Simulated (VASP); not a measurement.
# SrO with r2SCAN: from relaxation to properties, part 2 of 4

Aim: relax SrO, then compute properties on the relaxed cell. The start is a cell from a database of measured crystal structures.

VASP 6.6.1, plane waves and PAW; the level of theory is named at each step.

So far, gap on the k-mesh (eV): step 2 (full relaxation (r2SCAN)) 3.81. The relaxed cell has a = 5.169 Å (conventional setting).

**4. Bands along the symmetry lines (r2SCAN)**

Level of this step: r2SCAN; plane waves and PAW (Sr_sv, O) (VASP).

Levels along the symmetry lines show where the bands peak and cross; KPOINTS_OPT computes them in the converged potential.

INCAR

```
SYSTEM = SrO
PREC = Accurate
ENCUT = 520
EDIFF = 1E-06
NELM = 100
ISMEAR = 0
SIGMA = 0.05
LREAL = .FALSE.
ALGO = Normal
METAGGA = R2SCAN
LASPH = .TRUE.
NBANDS = 20
LORBIT = 11
LWAVE = .FALSE.
LCHARG = .FALSE.
KPAR = 2
```

POSCAR

```
SrO
1.0
    0.0000000000      2.5846187114      2.5846187114
    2.5846187114      0.0000000000      2.5846187114
    2.5846187114      2.5846187114      0.0000000000
Sr O
1 1
Direct
    0.0000000000      0.0000000000      0.0000000000
    0.5000000000      0.5000000000      0.5000000000
```

KPOINTS

```
Automatic mesh
0
Gamma
9 9 9
0 0 0
```

KPOINTS_OPT

```
Line mode
16
Line-mode
Reciprocal
  0.00000000   0.00000000   0.00000000 GAMMA
  0.50000000   0.00000000   0.50000000 X

  0.50000000   0.00000000   0.50000000 X
  0.50000000   0.25000000   0.75000000 W

  0.50000000   0.25000000   0.75000000 W
  0.37500000   0.37500000   0.75000000 K

  0.37500000   0.37500000   0.75000000 K
  0.00000000   0.00000000   0.00000000 GAMMA

  0.00000000   0.00000000   0.00000000 GAMMA
  0.50000000   0.50000000   0.50000000 L

  0.50000000   0.50000000   0.50000000 L
  0.62500000   0.25000000   0.62500000 U

  0.62500000   0.25000000   0.62500000 U
  0.50000000   0.25000000   0.75000000 W

  0.50000000   0.25000000   0.75000000 W
  0.50000000   0.50000000   0.50000000 L

  0.50000000   0.50000000   0.50000000 L
  0.37500000   0.37500000   0.75000000 K

  0.62500000   0.25000000   0.62500000 U
  0.50000000   0.00000000   0.50000000 X
```

Potentials, in the order of the species: Sr_sv and O (PBE family, release 64).

Run with:

```sh
mpirun -np 2 vasp_std
```

The program printed:

```text
[banner, memory and clock lines left out]
running    2 mpi-ranks, on    1 nodes
 distrk:  each k-point on    1 cores,    2 groups
 distr:  one band on    1 cores,    1 groups

 POSCAR found type information on POSCAR SrO
 POSCAR found :  2 types and       2 ions
 [... a notice as in an earlier step ...]

 LDA part: xc-table for (None), standard interpolation
 POSCAR, INCAR and KPOINTS ok, starting setup
 FFT: planning ... GRIDC
 FFT: planning ... GRID_SOFT
 FFT: planning ... GRID
 WAVECAR not read
 entering main loop
       N       E                     dE             d eps       ncg     rms          rms(c)
DAV:   1     0.476124877376E+02    0.47612E+02   -0.82111E+03  1408   0.802E+02
DAV:   2    -0.316939111926E+02   -0.79306E+02   -0.74238E+02  1784   0.198E+02
DAV:   3    -0.346740426526E+02   -0.29801E+01   -0.29524E+01  1896   0.307E+01
DAV:   4    -0.347164832364E+02   -0.42441E-01   -0.42418E-01  1688   0.363E+00
DAV:   5    -0.347173965346E+02   -0.91330E-03   -0.91328E-03  1760   0.431E-01    0.155E+01
DAV:   6    -0.269087642892E+02    0.78086E+01   -0.27767E+00  2072   0.126E+01    0.144E+01
DAV:   7    -0.270421668597E+02   -0.13340E+00   -0.19956E-01  1600   0.301E+00    0.842E+00
DAV:   8    -0.270626876691E+02   -0.20521E-01   -0.95592E-02  1488   0.252E+00    0.703E-01
DAV:   9    -0.270566565263E+02    0.60311E-02   -0.15451E-02  1640   0.116E+00    0.288E-01
DAV:  10    -0.270559821561E+02    0.67437E-03   -0.17735E-03  1564   0.386E-01    0.131E-01
DAV:  11    -0.270561882497E+02   -0.20609E-03   -0.49739E-04  1576   0.170E-01    0.100E-01
DAV:  12    -0.270561828309E+02    0.54188E-05   -0.23072E-05  1656   0.363E-02    0.192E-02
DAV:  13    -0.270561818127E+02    0.10182E-05   -0.22462E-06  1940   0.132E-02    0.107E-02
DAV:  14    -0.270561813687E+02    0.44400E-06   -0.26026E-07   968   0.384E-03
   1 F= -.27056181E+02 E0= -.27056181E+02  d E =-.190852E-16
 Start KPOINTS_OPT (optional k-point list driver)
k-point batch [1-35\160]
       N       E                     dE             ncg
DAV:   1    -0.312554748487E+04   -0.20179E+05     1400
DAV:   2    -0.586927026918E+04   -0.27437E+04     1800
DAV:   3    -0.596654315977E+04   -0.97273E+02     1928
DAV:   4    -0.596812384698E+04   -0.15807E+01     1696
DAV:   5    -0.596814839922E+04   -0.24552E-01     1752
DAV:   6    -0.596814900533E+04   -0.60611E-03     1692
DAV:   7    -0.596814902154E+04   -0.16212E-04     1620
DAV:   8    -0.596814902193E+04   -0.38488E-06     1116
[...]
k-point batch [141-160\160]
       N       E                     dE             ncg
DAV:   1     0.670818846148E+04   -0.14466E+05      800
DAV:   2     0.516314632031E+04   -0.15450E+04     1044
DAV:   3     0.510904511697E+04   -0.54101E+02     1120
DAV:   4     0.510825503523E+04   -0.79008E+00      900
DAV:   5     0.510823930946E+04   -0.15726E-01     1016
DAV:   6     0.510823892816E+04   -0.38131E-03      904
DAV:   7     0.510823891806E+04   -0.10097E-04      992
DAV:   8     0.510823891784E+04   -0.22424E-06      580
```

It took 1.8 min on 2 MPI ranks of Intel Xeon 6975P-C (Granite Rapids), shared host; peak memory 0.35 GiB; 3.5 min of CPU time.

OUTCAR, selected parts (step 4):

```text
The static configuration has the point symmetry O_h .

 Found     35 irreducible k-points:

   k-points           NKPTS =     35   k-points in BZ     NKDIM =     35   number of bands    NBANDS=     20

   NELECT =      16.0000    total number of electrons

 E-fermi :   1.5399

 k-point     1 :       0.0000    0.0000    0.0000
  band No.  band energies     occupation
    ...
      4     -13.2998      2.00000
      5     -13.2998      2.00000
      6       1.2687      2.00000
      7       1.2687      2.00000
      8       1.2687      2.00000
      9       5.8103      0.00000
     10       8.0100      0.00000
     11       8.0100      0.00000
     12       8.0100      0.00000
     13      10.2953      0.00000
    ...

 k-point     2 :       0.1111    0.0000    0.0000
  band No.  band energies     occupation
    ...
      4     -13.3087      2.00000
      5     -13.1013      2.00000
      6       0.9258      2.00000
      7       1.1176      2.00000
      8       1.1176      2.00000
      9       6.3566      0.00000
     10       7.8734      0.00000
     11       8.2534      0.00000
     12       8.2534      0.00000
     13      10.6166      0.00000
    ...

  Total        0.0026263      0.0026263      0.0026263     -0.0000000     -0.0000000      0.0000000
  in kB        0.1218532      0.1218532      0.1218532     -0.0000000     -0.0000000      0.0000000
  external PRESSURE =       0.1218532 kB  Pullay stress =       0.0000000 kB

 POSITION                                       TOTAL-FORCE (eV/Angst)
 -----------------------------------------------------------------------------------
      0.00000      0.00000      0.00000         0.000000     -0.000000     -0.000000
      2.58462      2.58462      2.58462         0.000000      0.000000      0.000000
 -----------------------------------------------------------------------------------
    total drift:                                0.000000      0.000000      0.000000

  FREE ENERGIE OF THE ION-ELECTRON SYSTEM (eV)
  ---------------------------------------------------
  free  energy   TOTEN  =       -27.0561813687 eV

  energy  without entropy=      -27.0561813687  energy(sigma->0) =      -27.05618137

 total charge
# of ion       s       p       d       tot
------------------------------------------
    1        2.014   5.900   0.233   8.147
    2        1.554   3.445   0.000   4.999
--------------------------------------------------
tot          3.568   9.345   0.233  13.146

[... 7 parts as in an earlier step ...]

[... 5 further parts left out ...]
```

Numbers from this step:

* bands: 20
* Fermi energy: 1.540 eV
* pressure: 0.01219 GPa
* least gap on mesh and path: 3.750 eV
* least direct gap on mesh and path: 3.846 eV
* conduction bottom at k: 0.5, 0, 0.5
* least direct gap at k: 0.5, 0, 0.5

The electronic bands at the labelled points (eV, zero at the valence-band top; v1 is the highest filled band, c1 the lowest empty one):

```tsv
point	v3	v2	v1	c1	c2	c3	c4
Γ	0.00	0.00	0.00	4.54	6.74	6.74	6.74
0.53 of the way	-1.30	-0.15	-0.15	4.75	6.72	9.27	9.27
X	-0.46	-0.10	-0.10	3.75	8.40	10.81	10.97
0.47 of the way	-0.56	-0.47	-0.24	4.47	8.82	9.06	11.27
W	-1.09	-0.44	-0.44	6.51	6.51	9.20	11.60
0.47 of the way	-1.02	-0.48	-0.47	5.64	7.61	9.24	11.26
K	-0.92	-0.56	-0.49	5.26	8.42	9.32	10.67
0.47 of the way	-1.53	-0.92	-0.33	6.34	7.18	8.11	9.04
Γ	0.00	0.00	0.00	4.54	6.74	6.74	6.74
0.47 of the way	-1.11	-0.54	-0.54	6.42	6.59	7.75	7.75
L	-2.09	-1.10	-1.10	7.04	8.95	9.39	9.39
0.47 of the way	-1.67	-0.94	-0.86	6.80	7.72	9.69	10.03
U	-0.92	-0.56	-0.49	5.26	8.42	9.32	10.67
0.47 of the way	-1.01	-0.49	-0.48	5.55	7.76	9.26	11.17
W	-1.09	-0.44	-0.44	6.51	6.51	9.20	11.60
0.47 of the way	-1.47	-0.81	-0.74	6.83	7.13	9.82	10.14
L	-2.09	-1.10	-1.10	7.04	8.95	9.39	9.39
0.53 of the way	-1.57	-0.90	-0.79	6.65	7.68	9.79	9.97
K	-0.92	-0.56	-0.49	5.26	8.42	9.32	10.67
jump to U	-0.92	-0.56	-0.49	5.26	8.42	9.32	10.67
0.53 of the way	-0.47	-0.33	-0.22	4.12	8.67	9.81	11.04
X	-0.46	-0.10	-0.10	3.75	8.40	10.81	10.97
```

Of the projections kept (Sr, O), the largest for each band there; the rest of the weight can lie on other orbitals:

```tsv
point	v3	v2	v1	c1	c2	c3	c4
Γ	O 0.98	O 0.98	O 0.98	Sr 0.62	Sr 1.00	Sr 1.00	Sr 1.00
X	O 0.85	O 0.94	O 0.94	Sr 1.00	Sr 0.83	Sr 1.00	O 0.56
W	O 0.90	O 0.86	O 0.86	Sr 0.79	Sr 0.79	Sr 0.88	Sr 1.00
K	O 0.88	O 0.90	O 0.85	Sr 0.83	Sr 0.73	Sr 0.83	Sr 1.00
Γ	O 0.98	O 0.98	O 0.98	Sr 0.62	Sr 1.00	Sr 1.00	Sr 1.00
L	O 0.84	O 0.87	O 0.87	Sr 0.54	Sr 0.87	Sr 0.87	Sr 0.87
```

The electronic bands as a text plot (rows in eV, shown from -2.1 to 9.0 only):

```
    8.8 |          +        +     +    + ++             +     ++
    8.3 |   +   +++     +    ++         +  +  ++       + +   +  +
    7.9 |      +    +    +     +      ++    ++  +     +   +++
    7.4 |  +           +  +++++++    +               +
    6.9 |++  ++      ++    +    +++++ + +++++    +  +++++++
    6.5 |++               + ++++++ +++++     +    +++      +
    6.0 |  ++        ++  +     +     +           +          +
    5.6 |  ++          +                      + +            +
    5.1 | +         +   +       +   +          +
    4.6 |+   ++                  +++                          +
    4.2 |      +   +                                           +
    3.7 |       +++                                             +
    3.2 |
    2.8 |
    2.3 |
    1.8 |
    1.4 |
    0.9 |
    0.5 |
    0.0 |***********          *******                          **
   -0.5 | *     *****************   ***      ********       *****
   -0.9 |  *   *    ********** *     * ************* *********
   -1.4 |   ***           ** **       *      *      **     **
   -1.9 |                   *          ******         *****
         Γ       X    W  K        Γ      L     U  W     L   K|U X
```

The path lowers the gap by 0.06 eV against the mesh alone, so a band edge lies off the mesh.

On this path the gap is indirect, 3.75 eV, with the valence top at Γ and the conduction bottom at X. The least direct gap is 3.85 eV.

**5. Density of states (r2SCAN)**

A density of states needs more k-points than a total energy; ISMEAR = -5 takes tetrahedra, and LORBIT projects the states on the PAW spheres. The mesh is finer than in the run before.

INCAR, as its differences from that of step 4:

```diff
@@ -5,3 +5,3 @@
 NELM = 100
-ISMEAR = 0
+ISMEAR = -5
 SIGMA = 0.05
@@ -16 +16,2 @@
 KPAR = 2
+NEDOS = 2001
```

POSCAR is that of step 4.

KPOINTS

```
Automatic mesh
0
Gamma
13 13 13
0 0 0
```

Run with:

```sh
mpirun -np 2 vasp_std
```

The program printed:

```text
[... set-up lines as in an earlier step ...]
 entering main loop
       N       E                     dE             d eps       ncg     rms          rms(c)
DAV:   1     0.470417755450E+02    0.47042E+02   -0.81175E+03  3360   0.799E+02
DAV:   2    -0.317620143266E+02   -0.78804E+02   -0.74582E+02  4336   0.198E+02
DAV:   3    -0.346797903196E+02   -0.29178E+01   -0.28916E+01  4584   0.301E+01
DAV:   4    -0.347166739595E+02   -0.36884E-01   -0.36870E-01  4028   0.334E+00
DAV:   5    -0.347174067889E+02   -0.73283E-03   -0.73281E-03  4236   0.372E-01    0.155E+01
DAV:   6    -0.269093485829E+02    0.78081E+01   -0.27897E+00  4956   0.126E+01    0.144E+01
DAV:   7    -0.270421803216E+02   -0.13283E+00   -0.19312E-01  3760   0.301E+00    0.842E+00
DAV:   8    -0.270627890298E+02   -0.20609E-01   -0.95998E-02  3580   0.253E+00    0.703E-01
DAV:   9    -0.270566334293E+02    0.61556E-02   -0.15307E-02  3904   0.117E+00    0.286E-01
DAV:  10    -0.270559786053E+02    0.65482E-03   -0.18522E-03  3736   0.384E-01    0.132E-01
DAV:  11    -0.270561897368E+02   -0.21113E-03   -0.49925E-04  3788   0.171E-01    0.103E-01
DAV:  12    -0.270561825883E+02    0.71485E-05   -0.25023E-05  3952   0.386E-02    0.184E-02
DAV:  13    -0.270561816351E+02    0.95328E-06   -0.24480E-06  4632   0.138E-02
   1 F= -.27056182E+02 E0= -.27056182E+02  d E =0.000000E+00
```

The job ended after 66 s (2 MPI ranks; peak memory 0.36 GiB; 2.2 min of CPU time).

OUTCAR, selected parts (step 5):

```text
   k-points           NKPTS =     84   k-points in BZ     NKDIM =     84   number of bands    NBANDS=     20

   NELECT =      16.0000    total number of electrons

 E-fermi :   1.2720

 k-point     1 :       0.0000    0.0000    0.0000
  band No.  band energies     occupation
    ...
      4     -13.2998      2.00000
      5     -13.2998      2.00000
      6       1.2687      2.00000
      7       1.2687      2.00000
      8       1.2687      2.00000
      9       5.8102      0.00000
     10       8.0101      0.00000
     11       8.0101      0.00000
     12       8.0101      0.00000
     13      10.2953      0.00000
    ...

  Total        0.0027136      0.0027136      0.0027136      0.0000000     -0.0000000      0.0000000
  in kB        0.1259021      0.1259021      0.1259021      0.0000000     -0.0000000      0.0000000
  external PRESSURE =       0.1259021 kB  Pullay stress =       0.0000000 kB

  FREE ENERGIE OF THE ION-ELECTRON SYSTEM (eV)
  ---------------------------------------------------
  free  energy   TOTEN  =       -27.0561816351 eV

  energy  without entropy=      -27.0561816351  energy(sigma->0) =      -27.05618164

[... 8 parts as in an earlier step ...]

[... 9 further parts left out ...]
```

This step gave:

```yaml
scf_cycles: 13
irreducible_k_points: 84
fermi_energy: 1.272 eV
pressure: 0.01259 GPa
conduction_bottom_at_k: 0.4615, 0.4615, 0
least_direct_gap_at_k: 0.4615, 0.4615, 0
gap_on_the_k_mesh: 3.779 eV
least_direct_gap_on_the_k_mesh: 3.878 eV
```

The density of states has structure finer than the step of the table below, so its rows give means over 1 eV, whole bins alone (the curve runs from -12.0 to 11.7 eV). Peaks (eV: height): total -0.5: 7.05, 7.8: 1.90, 9.5: 3.58, 11.4: 2.01; O p -0.5: 4.15; Sr d -0.9: 0.28, 6.3: 0.526, 9.5: 2.00, 11.4: 1.38; Sr p -0.5: 0.35, 7.8: 0.0939, 9.6: 0.0798; O s 7.5: 0.0426, 9.5: 0.115.

States under -12.0 eV and over 11.7 eV are left out. The density of states by energy, zero at the valence-band top; means over each step; values in states/eV/cell:

```tsv
energy (eV)	total	O p	Sr d	Sr p	O s
-3	0	0	0	0	0
-2	0.571	0.277	0.0216	0.00576	5.0e-4
-1	3.80	2.15	0.165	0.0971	0.00247
0	1.63	1.01	0.0332	0.0603	3.8e-4
1	0	0	0	0	0
2	0	0	0	0	0
3	0	0	0	0	0
4	0.130	0.00302	0.0496	1.9e-4	1.7e-6
5	0.482	0.0237	0.168	0.00297	0.00428
6	1.09	0.0939	0.369	0.0143	0.0114
7	1.26	0.155	0.370	0.0371	0.0242
8	1.48	0.124	0.508	0.0637	0.0333
9	1.59	0.0743	0.877	0.0275	0.0406
10	1.91	0.104	1.12	0.0419	0.0325
11	1.43	0.0963	0.966	0.0185	7.2e-4
```

The gap on this mesh is 3.78 eV. In the top eV of the valence band the largest shares in the PAW spheres are O p 59 %. The rest lies in smaller channels or between the spheres.

**6. Independent-particle dielectric function (r2SCAN)**

LOPTICS sums transitions from filled to empty bands. NBANDS is raised for it.

INCAR

```
SYSTEM = SrO
PREC = Accurate
ENCUT = 520
EDIFF = 1E-06
NELM = 100
ISMEAR = 0
SIGMA = 0.05
LREAL = .FALSE.
ALGO = Normal
METAGGA = R2SCAN
LASPH = .TRUE.
NBANDS = 24
LORBIT = 11
LWAVE = .FALSE.
LCHARG = .FALSE.
KPAR = 2
LOPTICS = .TRUE.
NEDOS = 1500
CSHIFT = 0.1
```

POSCAR is that of step 5.

KPOINTS is that of step 5.

Run with:

```sh
mpirun -np 2 vasp_std
```

The program printed:

```text
[... set-up lines as in an earlier step ...]
 entering main loop
       N       E                     dE             d eps       ncg     rms          rms(c)
DAV:   1     0.487598788092E+02    0.48760E+02   -0.78025E+03  4032   0.667E+02
DAV:   2    -0.320200796679E+02   -0.80780E+02   -0.76688E+02  5144   0.178E+02
DAV:   3    -0.346832355893E+02   -0.26632E+01   -0.26369E+01  5656   0.258E+01
DAV:   4    -0.347171329092E+02   -0.33897E-01   -0.33895E-01  4496   0.292E+00
DAV:   5    -0.347174212882E+02   -0.28838E-03   -0.28838E-03  5160   0.236E-01    0.155E+01
DAV:   6    -0.269106028454E+02    0.78068E+01   -0.20936E+00  6424   0.105E+01    0.143E+01
DAV:   7    -0.270431553208E+02   -0.13255E+00   -0.15131E-01  4360   0.251E+00    0.845E+00
DAV:   8    -0.270611413464E+02   -0.17986E-01   -0.85591E-02  4456   0.205E+00    0.639E-01
DAV:   9    -0.270562639310E+02    0.48774E-02   -0.67876E-03  4872   0.850E-01    0.274E-01
DAV:  10    -0.270560404993E+02    0.22343E-03   -0.99678E-04  4560   0.292E-01    0.125E-01
DAV:  11    -0.270561807642E+02   -0.14026E-03   -0.41844E-04  4400   0.143E-01    0.611E-02
DAV:  12    -0.270561834196E+02   -0.26555E-05   -0.24219E-05  4872   0.257E-02    0.184E-02
DAV:  13    -0.270561829471E+02    0.47252E-06   -0.25548E-07  4472   0.429E-03
   1 F= -.27056183E+02 E0= -.27056183E+02  d E =-.317955E-13
 optical routines
 imaginary and real dielectric function
 direction            1
 direction            2
 direction            3
```

Run time: 86 s. Hardware: 2 MPI ranks; peak memory 0.5 GiB.

Parts of OUTCAR (step 6):

```text
   k-points           NKPTS =     84   k-points in BZ     NKDIM =     84   number of bands    NBANDS=     24

   NELECT =      16.0000    total number of electrons

 E-fermi :   1.4995

 k-point     1 :       0.0000    0.0000    0.0000
  band No.  band energies     occupation
    ...
      4     -13.3003      2.00000
      5     -13.3003      2.00000
      6       1.2708      2.00000
      7       1.2708      2.00000
      8       1.2708      2.00000
      9       5.8103      0.00000
     10       8.0099      0.00000
     11       8.0099      0.00000
     12       8.0099      0.00000
     13      10.2950      0.00000
    ...

  Total       -0.0155534     -0.0155534     -0.0155534     -0.0000000      0.0000000      0.0000000
  in kB       -0.7216336     -0.7216336     -0.7216336     -0.0000000      0.0000000      0.0000000
  external PRESSURE =      -0.7216336 kB  Pullay stress =       0.0000000 kB

 POSITION                                       TOTAL-FORCE (eV/Angst)
 -----------------------------------------------------------------------------------
      0.00000      0.00000      0.00000         0.000000      0.000000     -0.000000
      2.58462      2.58462      2.58462         0.000000     -0.000000      0.000000
 -----------------------------------------------------------------------------------
    total drift:                                0.000000      0.000000      0.000000

  FREE ENERGIE OF THE ION-ELECTRON SYSTEM (eV)
  ---------------------------------------------------
  free  energy   TOTEN  =       -27.0561829471 eV

  energy  without entropy=      -27.0561829471  energy(sigma->0) =      -27.05618295

 plasma frequency squared (from intraband transitions) (eV^2)
  --------------------------------------------------------------------------------------
       0.000       0.000      -0.000
       0.000       0.000       0.000
      -0.000       0.000       0.000

[... 7 parts as in an earlier step ...]

[... 9 further parts left out ...]
```

These are independent-particle spectra without excitons or local fields, and fine structure depends on the mesh and on CSHIFT.

Numbers from this step:

- bands: 24
- Fermi energy: 1.500 eV
- pressure: -0.07216 GPa
- gap on the k-mesh: 3.776 eV
- least direct gap on the k-mesh: 3.876 eV

The imaginary dielectric function, xx has structure finer than the step of the table below, so its rows give means over 1 eV, whole bins alone (the curve runs from 0 to 24.9 eV). Peaks (eV: height): 7.9: 3.59, 9.9: 5.23, 14.2: 1.60, 24.4: 3.80.

Imaginary dielectric function, xx against photon energy; means over each step:

```tsv
photon energy (eV)	imaginary dielectric function, xx
1	0.00823
2	0.0202
3	0.0508
4	0.585
5	1.61
6	2.24
7	2.66
8	3.29
9	2.88
10	4.19
11	2.95
12	1.68
13	0.788
14	0.952
15	1.21
16	0.641
17	0.475
18	0.875
19	1.16
20	1.60
21	1.59
22	1.84
23	1.92
24	2.68
```

Table of real dielectric function, xx by photon energy:

photon energy (eV), real dielectric function, xx and a bar from the least value:
```
        0       3.55 ######################
        1       3.58 ######################
        2       3.72 #######################
        3       4.02 #########################
        4       4.92 ##############################
        5       4.54 ############################
        6       4.37 ###########################
        7       3.65 #######################
        8       2.85 ##################
        9       2.29 ##############
       10       1.05 #######
       11      -0.11 
       12      -0.16 
       13       0.33 ###
       14       1.71 ###########
       15       1.01 #######
       16       0.88 ######
       17       1.46 ##########
       18       1.51 ##########
       19       1.96 #############
       20       2.04 #############
       21       1.43 #########
       22       1.78 ###########
       23       1.14 ########
       24       1.83 ############
```

The mean of ε2 over directions passes 5 % of its top at 3.84 eV, against a least direct gap of 3.88 eV on this mesh; what lies under the gap is the tail of the broadening by CSHIFT.

(Part 2 of 4 ends here.)

[Lines on the potential files, build, host, timing and source positions are cut from VASP's logs without a mark.]

[Logs are printed without paths, hosts, clocks, repeated set-up lines and the standing remarks that a program may print on its own settings, such as how far it seeks lower states.]

[Hosts, paths, dates, database ids (printed as entryN), source tags and the programs' standing remarks are cut or masked in the printed files.]

[A measured line is paired with the nearest computed mode of its activity, which favours agreement.]
